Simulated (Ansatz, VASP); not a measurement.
One calculation of CaBr, two programs

The input INCAR:

```
SYSTEM = CaBr
ALGO = Normal
EDIFF = 1E-6
ENCUT = 520
GGA = PE
ISIF = 2
ISMEAR = 0
LASPH = .TRUE.
LCHARG = .FALSE.
LREAL = .FALSE.
LWAVE = .FALSE.
NBANDS = 16
NELM = 60
PREC = Accurate
SIGMA = 0.1
```

File KPOINTS:

```
k-points
0
G
  6 6 4
  0 0 0
```

Contents of POSCAR:

```
CaBr
1.0
    3.9170223818      0.0000000000      0.0000000000
   -1.9585111909      3.3922408898      0.0000000000
    0.0000000000      0.0000000000      4.3410340000
Ca Br
1 1
Direct
    0.0000000000      0.0000000000      0.0000000000
    0.3333333300      0.6666666700      0.5000000000
```

Input for Ansatz:

```yaml
crystal:
  lattice:
    - [3.9170223818, 0.0, 0.0]
    - [-1.9585111909, 3.3922408898, 0.0]
    - [0.0, 0.0, 4.341034]
  atoms:
    - { symbol: Ca, position: [0.0, 0.0, 0.0] }
    - { symbol: Br, position: [0.33333333, 0.66666667, 0.5] }
basis:
  ecutwfc: 420
kpoints:
  mp_grid: { grid: [6, 6, 4] }
hamiltonian:
  xc: pbe
scf:
  occupations: { method: gaussian, width: 0.1 }
output:
  forces: true
  stress: true
  eigenvalues: true
```

The cell comes from a database or a generator and needn't be the stable form of this composition.

Alike in both runs: task single point; functional PBE; k mesh 6 × 6 × 4; occupations gaussian, width 0.1 eV; no spin polarisation.

|  | VASP | Ansatz |
| --- | --- | --- |
| version | VASP 6.6.1 | Ansatz 0.2.0 |
| potentials or method | VASP PAW PBE potentials, release 64 (Ca_sv, Br) | scalar-relativistic, plane waves, PAW |
| plane-wave cutoff (eV) | 520 | 420 |
| valence electrons in the cell | 17 | 17 |

|  | VASP | Ansatz | Ansatz less VASP |
| --- | --- | --- | --- |
| gap on the k mesh at the Fermi level (eV) | none | none | - |
| pressure (GPa) | 0.5 | 0.4 | -0.06 |
| largest component of the traceless stress (GPa) | 0.59 | 0.57 | -0.020 |

A gap of «none» marks a metal or a gap that the smearing closes.

Caveats: the k mesh is coarse (spacing up to 0.36 Å⁻¹), so the values aren't converged; an odd number of electrons without spin polarisation forces a metal; a magnetic or distorted state may lie lower.
